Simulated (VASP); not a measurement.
Input:

```yaml
crystal:
  lattice:
    - [1.24641, -2.15885, 0.00000]
    - [1.24641, 2.15885, 0.00000]
    - [0.00000, 0.00000, 5.88369]
  atoms:
    - { symbol: B, position: [0.33333, 0.66667, 0.25000] }
    - { symbol: B, position: [0.66667, 0.33333, 0.75000] }
    - { symbol: N, position: [0.66667, 0.33333, 0.25000] }
    - { symbol: N, position: [0.33333, 0.66667, 0.75000] }
```

Method: PBE GGA, VASP's PBE PAW potentials (set 64) (plane waves; VASP 6.6.1). Numerical set-up: 620 eV cut-off, 10×10×4 Γ-centred mesh, Gaussian smearing of 0.050 eV, potentials B N.

Without a dispersion term in the relaxation, distances and binding between the weakly bound layers, chains or molecules are unreliable, and so is what depends on them.

### Question
Predict the energy per atom (σ→0), pressure.

### Answer

```yaml
energy per atom (σ→0): -8.749 eV/atom
pressure: 100.1 kbar
```

The absolute energy has meaning only against runs of the same code, potentials and settings.

The compound is BN in the hex structure. It was relaxed first under an external pressure of 10 GPa.
